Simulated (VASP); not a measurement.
Input:

```
KTaO3
1.0
    3.98801     0.00000     0.00000
    0.00000     3.98801     0.00000
    0.00000     0.00000     3.98801
K Ta O
1 1 3
Direct
  0.00000   0.00000   0.00000
  0.50000   0.50000   0.50000
  0.50000   0.00000   0.50000
  0.00000   0.50000   0.50000
  0.50000   0.50000   0.00000
```

All values below come from r2SCAN+rVV10, VASP's PBE PAW potentials (set 64) (plane waves; VASP 6.6.1). Settings: 520 eV cut-off, 6×6×6 Γ-centred mesh, tetrahedra with Blöchl corrections, potentials K_sv Ta_pv O.

The cores are frozen, which limits the accuracy of field gradients.

Give the principal components of the electric field gradient (V/Å²) and the asymmetry η at each nucleus.

| atom | Vxx | Vyy | Vzz | η |
|---|---|---|---|---|
| K1 | 0.0 | 0.0 | 0.0 | - |
| Ta2 | 0.0 | 0.0 | 0.0 | - |
| O3 | -11.2 | -11.2 | 22.5 | 0.00 |
| O4 | -11.2 | -11.2 | 22.5 | 0.00 |
| O5 | -11.2 | -11.2 | 22.5 | 0.00 |

The compound is KTaO3 in the cubic perovskite structure. It was relaxed first.
